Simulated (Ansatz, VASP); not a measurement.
# Sr2ZnSbN in two plane-wave programs

One calculation is typed for both programs; each brings its own data sets and cutoff. How far apart do they land? The cell is invented: As first built, before any earlier steps moved the atoms (in the runner's words): it takes the Sr2ZnSb2 structure with some of its atoms replaced by other elements, volume scaled by an estimate. It may not be a known or stable phase. The cell is taken from a series of VASP runs on this material, whose earlier steps may have relaxed, scaled or displaced it; both programs get it as it stands.

Calculated with Ansatz 0.2.0; plane waves, with VASP 6.6.1 beside it; relaxation of cell and atoms at PBE.

## (1) Starting point

Symmetry: P-6m2, No. 187, hexagonal system. Conventional cell: a = 4.228 Å, b = 4.228 Å, c = 8.468 Å, α = 90.00°, β = 90.00°, γ = 120.00°. Nearest to Sb lie 3 Zn at 2.44 Å. Nearest to Sr lie 3 N at 2.85 Å and 1 Sr at 2.96 Å. Nearest to Zn lie 3 Sb at 2.44 Å. Nearest to N lie 6 Sr at 2.85 Å. As first built, before any earlier steps moved the atoms (in the runner's words): sites of the Sr2ZnSb2 structure (space group 187) filled with other elements, volume scaled by an estimate. Farther neighbours and most contacts between anions are not listed.

Structure file:

```
Sb Sr Zn N
1.0
     4.22774    0.00000    0.00000
    -2.11387    3.66133    0.00000
     0.00000    0.00000    8.46812
Sb Sr Zn N
1 2 1 1
Direct
  0.00000 0.00000 0.00000
  0.33333 0.66667 0.67468
  0.33333 0.66667 0.32532
  0.66667 0.33333 0.00000
  0.66667 0.33333 0.50000
```

## (2) VASP: relaxation of cell and atoms, PBE

The relaxed volume is the usual yardstick between codes: its relative difference is about their pressure difference at one cell divided by the bulk modulus.

Lines of VASP's logs that name or quote its potential files are left out, and so is its time.

INCAR reads:

```
SYSTEM = Sr2ZnSbN
PREC = Accurate
ENCUT = 520
EDIFF = 1E-06
NELM = 100
ISMEAR = -1
SIGMA = 0.05
LREAL = .FALSE.
ALGO = Normal
GGA = PE
LORBIT = 11
LWAVE = .FALSE.
LCHARG = .FALSE.
KPAR = 2
IBRION = 2
NSW = 60
ISIF = 3
EDIFFG = -0.01
```

POSCAR reads:

```
Sr2ZnSbN
1.0
    4.2277419471      0.0000000000      0.0000000000
   -2.1138709735      3.6613324356      0.0000000000
    0.0000000000      0.0000000000      8.4681219640
Sb Sr Zn N
1 2 1 1
Direct
    0.0000000000      0.0000000000      0.0000000000
    0.3333333300      0.6666666700      0.6746755888
    0.3333333300      0.6666666700      0.3253244112
    0.6666666700      0.3333333300      0.0000000000
    0.6666666700      0.3333333300      0.5000000000
```

KPOINTS reads:

```
Automatic mesh
0
Gamma
5 5 3
0 0 0
```

The projector-augmented-wave data sets are Sb, Sr_sv, Zn and N (PBE family, release 64).

Run with:

```
> mpirun -np 2 vasp_std
```

Numbers of over 12 decimals in the logs are rounded to 6 here.

Log:

```text
[banner, memory and clock lines left out]
running    2 mpi-ranks, on    1 nodes
 distrk:  each k-point on    1 cores,    2 groups
 distr:  one band on    1 cores,    1 groups

 POSCAR found type information on POSCAR SbSrZnN
 POSCAR found :  4 types and       5 ions
 LDA part: xc-table for (Slater+PW92), standard interpolation
 POSCAR, INCAR and KPOINTS ok, starting setup
 FFT: planning ... GRIDC
 FFT: planning ... GRID_SOFT
 FFT: planning ... GRID
 WAVECAR not read
 entering main loop
       N       E                     dE             d eps       ncg     rms          rms(c)
DAV:   1     0.327794028758E+03    0.32779E+03   -0.19381E+04   500   0.161E+03
DAV:   2     0.154820803478E+02   -0.31231E+03   -0.30751E+03   539   0.381E+02
DAV:   3    -0.217704705361E+02   -0.37253E+02   -0.36939E+02   738   0.117E+02
DAV:   4    -0.231960380859E+02   -0.14256E+01   -0.14230E+01   744   0.206E+01
DAV:   5    -0.232408873708E+02   -0.44849E-01   -0.44833E-01   792   0.318E+00    0.189E+01
DAV:   6    -0.192192507062E+02    0.40216E+01   -0.47487E+01   699   0.430E+01    0.199E+01
DAV:   7    -0.185605589664E+02    0.65869E+00   -0.77396E+00   592   0.106E+01    0.107E+01
DAV:   8    -0.183561049113E+02    0.20445E+00   -0.12400E+00   628   0.716E+00    0.127E+00
DAV:   9    -0.183532432070E+02    0.28617E-02   -0.10686E-01   768   0.279E+00    0.695E-01
DAV:  10    -0.183540552435E+02   -0.81204E-03   -0.81284E-03   687   0.599E-01    0.336E-01
DAV:  11    -0.183548305140E+02   -0.77527E-03   -0.24204E-03   656   0.315E-01    0.713E-02
DAV:  12    -0.183548600220E+02   -0.29508E-04   -0.79584E-04   750   0.160E-01    0.338E-02
DAV:  13    -0.183548748118E+02   -0.14790E-04   -0.13125E-04   624   0.722E-02    0.141E-02
DAV:  14    -0.183548775163E+02   -0.27046E-05   -0.26896E-05   615   0.192E-02    0.708E-03
DAV:  15    -0.183548784269E+02   -0.91056E-06   -0.66049E-06   527   0.111E-02
   1 F= -.18354878E+02 E0= -.18354823E+02  d E =-.183549E+02
 curvature:   0.00 expect dE= 0.000E+00 dE for cont linesearch  0.000E+00
 trial: gam= 0.00000 g(F)=  0.252E-05 g(S)=  0.299E-04 ort = 0.000E+00 (trialstep = 0.100E+01)
 search vector abs. value=  0.324E-04
 reached required accuracy - stopping structural energy minimisation
```

OUTCAR, selected parts (step 2):

```text
ion  position               nearest neighbor table
   1  0.000  0.000  0.000-   4 2.44   4 2.44   4 2.44   2 3.68   3 3.68   2 3.68   3 3.68   2 3.68
                             3 3.68
   2  0.333  0.667  0.675-   5 2.85   5 2.85   5 2.85   3 2.96   1 3.68   4 3.68   1 3.68   4 3.68
                             4 3.68   1 3.68
   3  0.333  0.667  0.325-   5 2.85   5 2.85   5 2.85   2 2.96   1 3.68   4 3.68   1 3.68   4 3.68
                             4 3.68   1 3.68
   4  0.667  0.333  0.000-   1 2.44   1 2.44   1 2.44   3 3.68   2 3.68   3 3.68   2 3.68   3 3.68
                             2 3.68
   5  0.667  0.333  0.500-   2 2.85   3 2.85   2 2.85   3 2.85   2 2.85   3 2.85

  LATTYP: Found a hexagonal cell.
 ALAT       =     4.2277419471
 C/A-ratio  =     2.0029893191

 Subroutine GETGRP returns: Found 12 space group operations
 (whereof 12 operations were pure point group operations)

The static configuration has the point symmetry D_3h.

 Found     10 irreducible k-points:

   k-points           NKPTS =     10   k-points in BZ     NKDIM =     10   number of bands    NBANDS=     25

   dimension x,y,z NGX =    32 NGY =   32 NGZ =   64
   dimension x,y,z NGXF=    64 NGYF=   64 NGZF=  128

   ENCUT  =  520.0 eV  38.22 Ry    6.18 a.u.   7.86  7.86 15.75*2*pi/ulx,y,z

   NELECT =      42.0000    total number of electrons

 k-points in reciprocal lattice and weights: Automatic mesh
   0.00000000  0.00000000  0.00000000       0.013
   0.20000000 -0.00000000  0.00000000       0.080
   0.40000000 -0.00000000  0.00000000       0.080
   0.20000000  0.20000000  0.00000000       0.080
   0.40000000  0.20000000  0.00000000       0.080
   0.00000000  0.00000000  0.33333333       0.027
   0.20000000 -0.00000000  0.33333333       0.160
   0.40000000 -0.00000000  0.33333333       0.160
   0.20000000  0.20000000  0.33333333       0.160
   0.40000000  0.20000000  0.33333333       0.160

 average (electrostatic) potential at core
       1 -89.2389       2 -37.9416       3 -37.9416       4 -37.2124       5 -63.5500

 E-fermi :   3.4362

 k-point     1 :       0.0000    0.0000    0.0000
  band No.  band energies     occupation
    ...
     17       2.5867      2.00000
     18       2.5867      2.00000
     19       2.6148      2.00000
     20       3.1081      1.99717
     21       3.1081      1.99717
     22       4.1141      0.00000
     23       4.6218      0.00000
     24       6.1062      0.00000
     25       6.1235      0.00000

 k-point     2 :       0.2000   -0.0000    0.0000
  band No.  band energies     occupation
    ...
     17       0.2085      2.00000
     18       1.9340      2.00000
     19       2.4285      2.00000
     20       2.6811      2.00000
     21       2.9059      1.99995
     22       4.7026      0.00000
     23       5.2155      0.00000
     24       5.9782      0.00000
     25       6.7909      0.00000

 k-point     3 :       0.4000   -0.0000    0.0000
  band No.  band energies     occupation
    ...
     17       0.9763      2.00000
     18       1.0402      2.00000
     19       2.1272      2.00000
     20       2.5350      2.00000
     21       2.9040      1.99995
     22       4.1412      0.00000
     23       4.6005      0.00000
     24       6.1192      0.00000
     25       6.8231      0.00000

  Total        0.0387336      0.0387336     -0.0100525      0.0000000     -0.0000000      0.0000000
  in kB        0.4734383      0.4734384     -0.1228718      0.0000000     -0.0000000      0.0000000
  external PRESSURE =       0.2746683 kB  Pullay stress =       0.0000000 kB

  energy-cutoff  :      520.00
  volume of cell :      131.08
      direct lattice vectors                 reciprocal lattice vectors
     4.227741947  0.000000000  0.000000000     0.236532885  0.136562306  0.000000000
    -2.113870974  3.661332436  0.000000000     0.000000000  0.273124612  0.000000000
     0.000000000  0.000000000  8.468121964     0.000000000  0.000000000  0.118089938

 POSITION                                       TOTAL-FORCE (eV/Angst)
 -----------------------------------------------------------------------------------
      0.00000      0.00000      0.00000         0.000000      0.000000      0.000000
     -0.00000      2.44089      5.71324         0.000000      0.000000      0.005114
     -0.00000      2.44089      2.75489         0.000000      0.000000     -0.005114
      2.11387      1.22044      0.00000        -0.000000      0.000000      0.000000
      2.11387      1.22044      4.23406        -0.000000      0.000000      0.000000
 -----------------------------------------------------------------------------------
    total drift:                                0.000018     -0.000003      0.000000

  FREE ENERGIE OF THE ION-ELECTRON SYSTEM (eV)
  ---------------------------------------------------
  free  energy   TOTEN  =       -18.3548784269 eV

  energy  without entropy=      -18.3547675885  energy(sigma->0) =      -18.35482301

 reached required accuracy - stopping structural energy minimisation

 total charge
# of ion       s       p       d       tot
------------------------------------------
    1        1.098   1.482   0.030   2.609
    2        2.017   5.754   0.216   7.987
    3        2.017   5.754   0.216   7.987
    4        0.636   0.571   9.734  10.941
    5        1.258   2.203   0.000   3.461
--------------------------------------------------
tot          7.026  15.764  10.196  32.986

[... 3 further parts left out ...]
```

CONTCAR:

```
Sr2ZnSbN
   1.00000000000000
     4.2277419471000002    0.0000000000000000    0.0000000000000000
    -2.1138709735000001    3.6613324355999999    0.0000000000000000
     0.0000000000000000    0.0000000000000000    8.4681219639999998
  Sb              Sr              Zn              N
     1     2     1     1
Direct
     0.0000000000000000    0.0000000000000000    0.0000000000000000
     0.3333333300000021    0.6666666699999979    0.6746755887999996
     0.3333333300000021    0.6666666699999979    0.3253244112000004
     0.6666666699999979    0.3333333300000021    0.0000000000000000
     0.6666666699999979    0.3333333300000021    0.5000000000000000
```

The gap is read on the k-mesh alone, so it is an upper bound where the band edges lie off the mesh. The run keeps the 12 symmetry operations of its start, so it cannot find a distortion of lower symmetry.

## (3) Ansatz: relaxation of cell and atoms, PBE

Ansatz runs on its default PAW (the set named soft_2) files.

The same cell, functional, mesh and smearing now go to Ansatz, which takes its cutoff from its data sets.

input.yaml reads:

```yaml
crystal:
  lattice:
    - [4.2277419471, 0.0, 0.0]
    - [-2.1138709735, 3.6613324356, 0.0]
    - [0.0, 0.0, 8.468121964]
  atoms:
    - { symbol: Sb, position: [0.0, 0.0, 0.0] }
    - { symbol: Sr, position: [0.33333333, 0.66666667, 0.6746755888] }
    - { symbol: Sr, position: [0.33333333, 0.66666667, 0.3253244112] }
    - { symbol: Zn, position: [0.66666667, 0.33333333, 0.0] }
    - { symbol: "N", position: [0.66666667, 0.33333333, 0.5] }
hamiltonian:
  xc: pbe
  pseudopotentials: { kind: paw }
kpoints:
  mp_grid: { grid: [5, 5, 3] }
scf:
  occupations: { method: fermi_dirac, width: 0.05 }
relax:
  f_tol: 0.01
  max_steps: 60
  cell: { stress_tol: 0.05 }
output:
  forces: true
  stress: true
```

Run with:

```
> ansatz run input.yaml --threads 4 --pin off --max-ram 9216MiB --backend cpu --events-out ev --progress --plain --runs-dir out
```

Log:

```text
Engine: ansatz 0.2.0, aarch64-unknown-linux-gnu
Pseudopotentials: kind: paw
Pseudopotential: Sb, paw, valence charge 15, recommended cutoff 420 eV (normal), Sb.paw.azcp
Pseudopotential: Sr, paw, valence charge 10, recommended cutoff 420 eV (normal), Sr.paw.azcp
Pseudopotential: Zn, paw, valence charge 12, recommended cutoff 420 eV (normal), Zn.paw.azcp
Pseudopotential: N, paw, valence charge 5, recommended cutoff 420 eV (normal), N.paw.azcp
Functional definition: PBE
  parameter kappa = 0.804
  parameter beta = 0.066725
  exchange = pbe_x(kappa = kappa, mu = beta*pi^2/3)
  correlation = pbe_c(beta = beta)
Crystal: 5 atoms, lattice volume = 131.079 Å³
Basis set: ecut = 420 eV, 2531 PW (Γ), exchange–correlation on 60×60×120 points (8 copies of the dense FFT grid, shifted against one another)
Bands: 32, of which v1, the nominal top of the filled ones, is band 26 counted from 1 (25 counted from 0)
Symmetry: 12 space group operations
Space group: P-6m2 (ITA 187), of the structure as read, at distance tolerance 5.1e-5 Å
k-points: 10 of 75 (time reversal used)
Non-local potential: Sb, projectors of the file, l = 0: 2, l = 1: 2, l = 2: 2, l = 3: 2
Non-local potential: Sr, projectors of the file, l = 0: 3, l = 1: 2, l = 2: 2
Non-local potential: Zn, projectors of the file, l = 0: 2, l = 1: 2, l = 2: 3, l = 3: 1
Non-local potential: N, projectors of the file, l = 0: 2, l = 1: 2, l = 2: 1
PAW form: soft (Blöchl's): semilocal exchange-correlation on the pseudo side does not see the compensation charge
PAW one-centre angular grid: Sb, 590 points (default); XC on 64 Gauss nodes
PAW one-centre angular grid: Sr, 110 points (default); XC on 64 Gauss nodes
PAW one-centre angular grid: Zn, 590 points (default); XC on 64 Gauss nodes
PAW one-centre angular grid: N, 110 points (default); XC on 64 Gauss nodes
Initial density: superposition of atomic densities (neutral atoms: chi_scale 0, normalization atom), corrected by the library's trained network
Initial wavefunctions: pseudopotential atomic-orbital guess
Functional: x = pbe(κ = 0.804, μ = 0.219515), c = pbe(β = 0.066725)
SCF iter   1: F=—  HF=-17277.443266 eV  |F-HF|=—  |Δ(HF+E_count)|=         —  Δρ=4.13e-3  dr2=1.59e-2  ethr=1.77e-3  ⟨swp⟩=11.4  Hψ=1873  notcnv=0
preconditioner: auto → Resta (q_TF=auto, 2.339 Å⁻¹)  ε∞=3.7  [insulator: Δε(μ)=0.736 eV  Ē_g=12.173 eV  σ=0.050 eV  W_gap=1.00  n_scr=36 (ndim 8)  ℏωp=20.0 eV  f_vac=0.003  D(μ)=0.00/eV (n_scr^D=0)  ε∞_Penn≈3.7]
SCF iter   2: F=—  HF=-17277.443117 eV  |F-HF|=—  |Δ(HF+E_count)|=   1.48e-4  Δρ=1.73e-3  dr2=2.51e-3  ethr=3.06e-5  ⟨swp⟩=2.2  Hψ=547  notcnv=0  defer=3
SCF iter   3: F=—  HF=-17277.443027 eV  |F-HF|=—  |Δ(HF+E_count)|=   9.07e-5  Δρ=3.71e-4  dr2=2.12e-4  ethr=4.83e-6  ⟨swp⟩=2.0  Hψ=438  notcnv=0  defer=3
SCF iter   4: F=—  HF=-17277.443075 eV  |F-HF|=—  |Δ(HF+E_count)|=   4.83e-5  Δρ=3.15e-4  dr2=8.13e-5  ethr=4.08e-7  ⟨swp⟩=2.0  Hψ=461  notcnv=0  defer=3
SCF iter   5: F=—  HF=-17277.442981 eV  |F-HF|=—  |Δ(HF+E_count)|=   9.43e-5  Δρ=8.13e-5  dr2=7.06e-6  ethr=1.56e-7  ⟨swp⟩=2.0  Hψ=403  notcnv=0  defer=3
SCF iter   6: F=—  HF=-17277.442984 eV  |F-HF|=—  |Δ(HF+E_count)|=   3.16e-6  Δρ=1.36e-5  dr2=2.55e-7  ethr=1.36e-8  ⟨swp⟩=2.9  Hψ=611  notcnv=0  defer=3
SCF iter   7: F=-17277.442984 eV  HF=-17277.442984 eV  |F-HF|=2.26e-8  |Δ(HF+E_count)|=   8.94e-8  Δρ=4.75e-6  dr2=2.64e-8  ethr=1.92e-10  ⟨swp⟩=5.0  Hψ=1329  notcnv=0
SCF 1 converged in 7 iterations: F = -17277.442984 eV  dr2 = 2.64e-8
  greatest PAW one-centre occupation: 0.995 electrons in one spin orbital (limit 2), on the Sb atom at site 0 (counted from 0), in its partial waves of l = 2
relax step   1: F+E_penalty+E_count = -17277.44298389 eV  Δ(F+E_penalty+E_count) = +0.000e0 eV  max|allowed force component| = 2.464e-2 eV/Å  Δτ_max = 0.0000 Å  P = -0.160 GPa  Ω = 131.079 Å³  (7 SCF iters, dr2 threshold 1.00e-7 eV, accepted)
[...]
relax step   2: F+E_penalty+E_count = -17277.44355984 eV  Δ(F+E_penalty+E_count) = -5.760e-4 eV  max|allowed force component| = 2.750e-2 eV/Å  Δτ_max = 0.0023 Å  P = +0.050 GPa  Ω = 130.418 Å³  energy of the carried Pulay correction = +3.815e-4 eV  (6 SCF iters, dr2 threshold 9.70e-8 eV, accepted)
[...]
relax step   3: F+E_penalty+E_count = -17277.44358608 eV  Δ(F+E_penalty+E_count) = -2.623e-5 eV  max|allowed force component| = 1.107e-2 eV/Å  Δτ_max = 0.0029 Å  P = +0.019 GPa  Ω = 130.504 Å³  energy of the carried Pulay correction = +3.319e-4 eV  (6 SCF iters, dr2 threshold 4.73e-8 eV, accepted)
[...]
relax step   4: F+E_penalty+E_count = -17277.44352208 eV  Δ(F+E_penalty+E_count) = +6.400e-5 eV  max|allowed force component| = 1.589e-3 eV/Å  Δτ_max = 0.0017 Å  P = -0.013 GPa  Ω = 130.637 Å³  energy of the carried Pulay correction = +2.551e-4 eV  (6 SCF iters, dr2 threshold 7.66e-9 eV, accepted)
[...]
relax step   5: F+E_penalty+E_count = -17277.44330243 eV  Δ(F+E_penalty+E_count) = +2.197e-4 eV  max|allowed force component| = 1.594e-3 eV/Å  Δτ_max = 0.0000 Å  P = -0.015 GPa  Ω = 130.637 Å³  stress off target by 2.56e-2 GPa  SCF on the basis re-selected at this cell (its energy is not comparable with the rows above)  (6 SCF iters)
basis re-selected at this cell: Δ(F+E_penalty+E_count) = +2.197e-4 eV, ΔP = -0.002 GPa vs the last step (what re-selecting the basis moved, of the pressure what is left beyond the Pulay correction that the steps carried, after the strain that the cell walked since its last selection, with what the two solves' SCF thresholds leave and, on support functions, any second-order correction that the steps lacked; it is no m [...]
SCF converged after 6 iterations
Free energy (F): -17277.443302 eV
Harris-Foulkes:  -17277.443302 eV  (|F-HF|=7.28e-12)
Internal energy: -17277.443204 eV  (E = F + TS)
E sigma→0 (E₀):  -17277.443253 eV
Entropy (-TS):   -0.000098 eV (-0.020 meV/atom)
Fermi energy:    8.107511 eV
--- Per-component energies (eV) ---
  E_band       = -368.791987
  E_kinetic    = 953.572982
  E_local      = -5821.546669  (includes V_loc(G=0)·N_el)
  E_nonlocal   = 1422.727447
  E_hartree    = 2306.347017
  E_xc         = -682.810115
  E_vxc        = -549.268402  (∫ρ·V_xc dr)
  E_paw        = -11916.495732  (= ΣΔE_a)
  E_vpaw       = -986.971078  (= ΣTr[D̂ρ^β])
  E_aug_tail   = -0.000291  (compensation charges beyond the density's cutoff)
  E_ewald      = -3539.237842
  E_smearing   = -0.000098  (= −TS)
  E_closure    = 0.000000  (closes the sum)
  Σ components = -17277.443302   (vs F -17277.443302, Δ=0.00e0)
--- Forces (eV/Å), atoms counted from 1 ---
  atom   1  Sb     0.00000000     0.00000000     0.00000000
  atom   2  Sr    -0.00000000     0.00000000     0.00159409
  atom   3  Sr    -0.00000000     0.00000000    -0.00159409
  atom   4  Zn     0.00000000     0.00000000    -0.00000000
  atom   5  N      0.00000000    -0.00000000     0.00000000
  max |Σ_I F_I| component: 1.32e-16 eV/Å
--- Stress (GPa, compression-positive) ---
       -0.010231       0.000000       0.000000
        0.000000      -0.010231       0.000000
        0.000000       0.000000      -0.025646
  P = ⅓ Tr σ = -0.0154 GPa (-0.154 kbar)
--- Relaxed structure (4 steps of the walk, 4 accepted, 1 SCFs on fresh bases) ---
  F+E_penalty+E_count = -17277.44330243 eV   max|allowed force component| = 1.594e-3 eV/Å   (the final SCF, on the basis selected at the relaxed cell)
  cell:  # Å, volume = 130.6369 Å³
    - [4.224440, -2.8844880807713117e-11, 0]
    - [-2.112220, 3.658473, 0]
    - [0, 0, 8.452727]
  atoms:
    - { symbol: Sb, position: [0, 0, 0] }
    - { symbol: Sr, position: [0.333333, 0.666667, 0.674545] }
    - { symbol: Sr, position: [0.333333, 0.666667, 0.325455] }
    - { symbol: Zn, position: [0.666667, 0.333333, 0.0] }
    - { symbol: N, position: [0.666667, 0.333333, 0.5] }
```

Wall time 7.4 s (4 threads of Arm Neoverse V1, shared host); peak memory 0.43 GiB; 26 s of CPU time.

## (4) Differences

Known differences besides the potentials themselves: both relaxations stop at a tolerance, which leaves soft axes loose, and VASP keeps its plane-wave basis; the data sets hold 52 valence electrons in Ansatz (default PAW (the set named soft_2) files) and 42 in VASP; the cutoff is 420 eV in Ansatz and 520 eV in VASP; VASP leaves aspherical gradient terms in its spheres out (LASPH is not set), Ansatz keeps them; Ansatz adds a Pulay correction to the stress that steers its cell, VASP none. Total energies have different zeros and are not compared.

The two programs side by side:

```tsv
quantity	Ansatz	VASP	difference
volume (Å³)	130.64	131.08	-0.34 %
edge a after relaxation, in the typed setting (Å)	4.224	4.228	-0.08 %
edge c after relaxation, in the typed setting (Å)	8.453	8.468	-0.18 %
```

The walks stopped with -0.02 GPa left in Ansatz and 0.03 GPa in VASP; each walk ends within a tolerance, so the volume difference is uncertain by about these residues over the bulk modulus, most in soft cells.

## (5) Summary of results

- difference in volume (relaxation of cell and atoms, PBE): -0.34 %

**Reading.** The difference in volume is -0.34 % (relaxation of cell and atoms, PBE), within the 1.2 % picked in this series as the mark of a large difference, as far as the stopping tolerances let one tell. How closely two codes agree says nothing of how well the functional describes the real material.

[Lines on the potential files, build, host, timing and source positions are cut from VASP's logs without a mark.]

[Logs are printed without paths, hosts, clocks, repeated set-up lines and the standing remarks that a program may print on its own settings, such as how far it seeks lower states.]

[Hosts, paths, dates, database ids (printed as entryN), source tags and the programs' standing remarks are cut or masked in the printed files.]
